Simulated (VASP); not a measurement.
Output of a VASP run:

File OSZICAR:
```
       N       E                     dE             d eps       ncg     rms          rms(c)
DAV:   1     0.118590465559E+03    0.11859E+03   -0.93957E+03  3206   0.144E+03
DAV:   2    -0.176421328682E+01   -0.12035E+03   -0.11504E+03  3309   0.382E+02
DAV:   3    -0.330506669408E+01   -0.15409E+01   -0.15316E+01  3676   0.490E+01
DAV:   4    -0.331478094701E+01   -0.97143E-02   -0.97121E-02  3542   0.404E+00
DAV:   5    -0.331494267809E+01   -0.16173E-03   -0.16173E-03  3628   0.490E-01    0.729E+00
DAV:   6    -0.299710709482E+01    0.31784E+00   -0.82875E-01  3319   0.131E+01    0.273E+00
DAV:   7    -0.298960364663E+01    0.75034E-02   -0.82415E-03  3526   0.125E+00    0.145E+00
DAV:   8    -0.298796802648E+01    0.16356E-02   -0.33116E-03  3268   0.910E-01    0.790E-02
DAV:   9    -0.298794498728E+01    0.23039E-04   -0.28635E-05  3844   0.770E-02    0.170E-02
DAV:  10    -0.298796442134E+01   -0.19434E-04   -0.48237E-05  3268   0.849E-02    0.355E-03
DAV:  11    -0.298796500694E+01   -0.58560E-06   -0.17510E-07  3440   0.564E-03    0.239E-03
DAV:  12    -0.298796587740E+01   -0.87046E-06   -0.27182E-07  3345   0.516E-03    0.361E-04
DAV:  13    -0.298796601896E+01   -0.14156E-06   -0.84760E-09  1877   0.113E-03    0.169E-04
DAV:  14    -0.298796595733E+01    0.61632E-07   -0.93398E-10  1676   0.426E-04
   1 F= -.29879660E+01 E0= -.29877792E+01  d E =-.560383E-03
```

OUTCAR:
```
------------------------ aborting loop because EDIFF is reached ----------------------------------------
  FORCE on cell =-STRESS in cart. coord.  units (eV):
  Direction    XX          YY          ZZ          XY          YZ          ZX
  --------------------------------------------------------------------------------------
  Total        0.5915615      0.5915615      0.5915615     -0.0000000      0.0000000      0.0000000
  in kB       63.6745278     63.6745278     63.6745278     -0.0000000      0.0000000      0.0000000
  external PRESSURE =      63.6745278 kB  Pullay stress =       0.0000000 kB
  volume of cell :       14.88
      direct lattice vectors                 reciprocal lattice vectors
     0.000000000  1.952412507  1.952412507    -0.256093422  0.256093422  0.256093422
     1.952412507  0.000000000  1.952412507     0.256093422 -0.256093422  0.256093422
     1.952412507  1.952412507  0.000000000     0.256093422  0.256093422 -0.256093422
 POSITION                                       TOTAL-FORCE (eV/Angst)
 -----------------------------------------------------------------------------------
      0.00000      0.00000      0.00000         0.000000      0.000000     -0.000000
 -----------------------------------------------------------------------------------
    total drift:                               -0.000000      0.000000      0.000000
  FREE ENERGIE OF THE ION-ELECTRON SYSTEM (eV)
  ---------------------------------------------------
  free  energy   TOTEN  =        -2.9879659573 eV

  energy  without entropy=       -2.9874055741  energy(sigma->0) =       -2.98777916
```
(Selected blocks of OUTCAR.)

POSCAR:
```
Rh
1
    0.0000000000     1.9524125070     1.9524125070
    1.9524125070     0.0000000000     1.9524125070
    1.9524125070     1.9524125070     0.0000000000
Rh
1
Direct
  0.0000000000   0.0000000000   0.0000000000
```

**Question.** Reconstruct the remaining input files.

**Answer.** This is not unique; one that fits is the input of the run itself, vdW-DF2, plane waves, VASP's PBE PAW potentials (set 64).

**INCAR**
```
SYSTEM = Rh
PREC = Accurate
ENCUT = 520
EDIFF = 1E-7
NELM = 100
ALGO = Normal
LREAL = .FALSE.
LASPH = .TRUE.
ISMEAR = 1
SIGMA = 0.1
GGA = ML
ZAB_VDW = -1.8867
LUSE_VDW = .TRUE.
AGGAC = 0.0
LMAXMIX = 4
LWAVE = .FALSE.
LCHARG = .FALSE.
ISIF = 2
```

**KPOINTS**
```
Automatic mesh
0
Gamma
16 16 16
0 0 0
```

POTCAR, in this order: Rh_pv (PBE.64 set). Program: vasp_std.

The compound is Rh in the fcc structure. This cell is one point of a volume scan, at 0.97 of the reference volume.
